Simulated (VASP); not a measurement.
```
CELL_PARAMETERS angstrom
      1.94056    -3.36114     0.00000
      1.94056     3.36114     0.00000
      0.00000     0.00000     6.71528
ATOMIC_POSITIONS crystal
  Sn 0.00000 0.00000 0.00000
  Se 0.33333 0.66667 0.23735
  Se 0.66667 0.33333 0.76265
```

Level of theory: PW91 GGA, VASP's PBE PAW potentials (set 64) (plane waves; VASP 6.6.1). Run with 520 eV cut-off, 7×7×4 Γ-centred mesh, tetrahedra with Blöchl corrections, potentials Sn_d Se.

Without a dispersion term in the relaxation, distances and binding between the weakly bound layers, chains or molecules are unreliable, and so is what depends on them.

Question: Predict the energy per atom (σ→0).

Answer: 
The energy per atom (σ→0) is -3.976 eV/atom.

The compound is SnSe2 in the 1T layered structure. It was relaxed first, which changed the volume by +13 %.
